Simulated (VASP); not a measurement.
The input files of a VASP run:

### INCAR
```
SYSTEM = FePt
PREC = Accurate
ENCUT = 520
EDIFF = 1E-7
NELM = 100
ALGO = Normal
LREAL = .FALSE.
LASPH = .TRUE.
ISMEAR = 1
SIGMA = 0.1
GGA = 91
LMAXMIX = 6
ISPIN = 2
MAGMOM = 2.9 0.3
LORBIT = 10
LWAVE = .FALSE.
LCHARG = .FALSE.
ISIF = 4
IBRION = 2
NSW = 30
EDIFFG = -0.01
```

**KPOINTS**
```
Regular mesh
0
Gamma
13 13 10
0 0 0
```

POSCAR:
```
FePt
1
    2.6736560787     0.0000000000     0.0000000000
    0.0000000000     2.6736560787     0.0000000000
    0.0000000000     0.0000000000     3.6929106077
Fe Pt
1 1
Direct
  0.0000000000   0.0000000000   0.0000000000
  0.5000000000   0.5000000000   0.5000000000
```

POTCAR, in this order: Fe Pt (PBE.64 set). Program: vasp_std.

Q: Translate this PW91 calculation to Quantum ESPRESSO's pw.x.

A: One equivalent input (not run):
```
&CONTROL
  calculation = 'vc-relax'
  pseudo_dir = './pseudo'
  outdir = './out'
  tprnfor = .true.
  tstress = .true.
  nstep = 30
  forc_conv_thr = 0.00039
/
&SYSTEM
  ibrav = 0
  nat = 2
  ntyp = 2
  ecutwfc = 90
  occupations = 'smearing'
  smearing = 'methfessel-paxton'
  degauss = 0.00735
  input_dft = 'pw91'
  nspin = 2
  starting_magnetization(1) = 0.29
  starting_magnetization(2) = 0.03
/
&ELECTRONS
  conv_thr = 7.3e-09
  electron_maxstep = 100
/
&IONS
/
&CELL
  cell_dofree = 'shape'
/
ATOMIC_SPECIES
  Fe 55.845 Fe.upf
  Pt 195.084 Pt.upf
CELL_PARAMETERS angstrom
     2.6736561    0.0000000    0.0000000
     0.0000000    2.6736561    0.0000000
     0.0000000    0.0000000    3.6929106
ATOMIC_POSITIONS crystal
  Fe   0.0000000  0.0000000  0.0000000
  Pt   0.5000000  0.5000000  0.5000000
K_POINTS automatic
  13 13 10 0 0 0
```
What does not carry over: the potentials are each code's own (VASP's PAW set, PseudoDojo norm-conserving files in pw.x), so ENCUT and ecutwfc are chosen apart and not converted; conv_thr bounds pw.x's estimated SCF error, while EDIFF bounds the energy change between steps; starting_magnetization is a fraction of the valence charge and MAGMOM a moment in μB, so they match only roughly; forc_conv_thr acts on force components and is met together with etot_conv_thr.

The compound is FePt in the L1_0 structure. This cell is one point of a volume scan, at 0.94 of the reference volume.
